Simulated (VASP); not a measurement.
An input for Ansatz (written as the equivalent of a VASP run, and not itself run):

Ansatz 0.2 input:
```yaml
crystal:
  lattice:
    - [0.0000000, 3.3269037, 3.3269037]
    - [3.3269037, 0.0000000, 3.3269037]
    - [3.3269037, 3.3269037, 0.0000000]
  atoms:
    - { symbol: Hg, position: [0.0000000, 0.0000000, 0.0000000] }
    - { symbol: Te, position: [0.2500000, 0.2500000, 0.2500000] }
kpoints:
  mp_grid: { grid: [10, 10, 10] }
hamiltonian:
  xc: pbe
  pseudopotentials: { kind: paw }
scf:
  occupations: { method: methfessel_paxton, width: 0.1 }
  max_iter: 100
relax:
  max_steps: 40
  f_tol: 0.02
  cell: {}
output: { forces: true, stress: true, eigenvalues: true }
```

**Question.** Write the VASP files for the same calculation (PBE).

**Answer.** Several could match; the one computed here: 
### KPOINTS
```
Automatic
0
Gamma
 10 10 10
```

**POSCAR**
```
HgTe
1.0
  0.0000000000   3.3269037268   3.3269037268
  3.3269037268   0.0000000000   3.3269037268
  3.3269037268   3.3269037268   0.0000000000
Hg Te
1 1
direct
  0.0000000000   0.0000000000   0.0000000000
  0.2500000000   0.2500000000   0.2500000000
```

INCAR:
```
SYSTEM = HgTe
PREC = Accurate; ENCUT = 500; LREAL = .FALSE.
LASPH = .TRUE.
EDIFF = 1E-6; NELM = 100; ALGO = Normal
LMAXMIX = 6
ISMEAR = 1; SIGMA = 0.1
GGA = PE
IBRION = 2; NSW = 40; ISIF = 3
EDIFFG = -0.02
LWAVE = .FALSE.; LCHARG = .FALSE.
```

POTCAR, in this order: Hg Te (PBE.64 set). Program: vasp_std.

What does not carry over: each code has its own PAW files, so the cut-off isn't converted (ENCUT is set for VASP's; basis.ecutwfc is left out, and Ansatz then takes the one that its files recommend); Ansatz stops its SCF on the density residual and VASP on the energy change (EDIFF).

The compound is HgTe in the zinc blende structure. It was relaxed first, which changed the volume by +9 %.
